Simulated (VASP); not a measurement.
An input for Quantum ESPRESSO's pw.x (written as the equivalent of a VASP run, and not itself run):

```
&CONTROL
  calculation = 'scf'
  pseudo_dir = './pseudo'
  outdir = './out'
  tprnfor = .true.
  tstress = .true.
/
&SYSTEM
  ibrav = 0
  nat = 4
  ntyp = 2
  ecutwfc = 66
  occupations = 'tetrahedra'
  input_dft = 'pbe'
/
&ELECTRONS
  conv_thr = 7.3e-09
  electron_maxstep = 100
/
ATOMIC_SPECIES
  Zr 91.224 Zr.upf
  Si 28.085 Si.upf
CELL_PARAMETERS angstrom
     4.6304026   -0.0000000    0.0000000
    -2.3152013    4.0100465   -0.0000000
     0.0000000    0.0000000    5.2949924
ATOMIC_POSITIONS crystal
  Zr   0.3333330  0.6666670  0.9374625
  Zr   0.6666670  0.3333330  0.4374625
  Si   0.3333330  0.6666670  0.4375375
  Si   0.6666670  0.3333330  0.9375375
K_POINTS automatic
  9 9 7 0 0 0
```

**Question.** Write the VASP files for the same calculation (PBE).

**Answer.** This is not unique; one that fits is 
File KPOINTS:
```
Automatic mesh
0
Gamma
9 9 7
0 0 0
```

### INCAR
```
SYSTEM = ZrSi
PREC = Accurate; ENCUT = 400; LREAL = .FALSE.
LASPH = .TRUE.
EDIFF = 1E-7; NELM = 100; ALGO = Normal
LMAXMIX = 4
ISMEAR = -5
GGA = PE
ISIF = 2
LWAVE = .FALSE.; LCHARG = .TRUE.; LORBIT = 11
NEDOS = 601
LEFG = .TRUE.
```

### POSCAR
```
ZrSi
1
    4.6304025529    -0.0000000000     0.0000000000
   -2.3152012764     4.0100464871    -0.0000000000
    0.0000000000     0.0000000000     5.2949923979
Zr Si
2 2
Direct
  0.3333330000   0.6666670000   0.9374625286
  0.6666670000   0.3333330000   0.4374625286
  0.3333330000   0.6666670000   0.4375374714
  0.6666670000   0.3333330000   0.9375374714
```

POTCAR, in this order: Zr_sv Si (PBE.64 set). Program: vasp_std.

Limits of the translation: the potentials are each code's own (VASP's PAW set, PseudoDojo norm-conserving files in pw.x), so ENCUT and ecutwfc are chosen apart and not converted; conv_thr bounds pw.x's estimated SCF error, while EDIFF bounds the energy change between steps; the field gradients of LEFG aren't asked of the other code.

The structure was generated: ZrSi was put into the wurtzite type (P6_3mc), which need not be its known phase. It was relaxed first, which changed the volume by -32 %. The relaxed cell has space group P6_3/mmc.
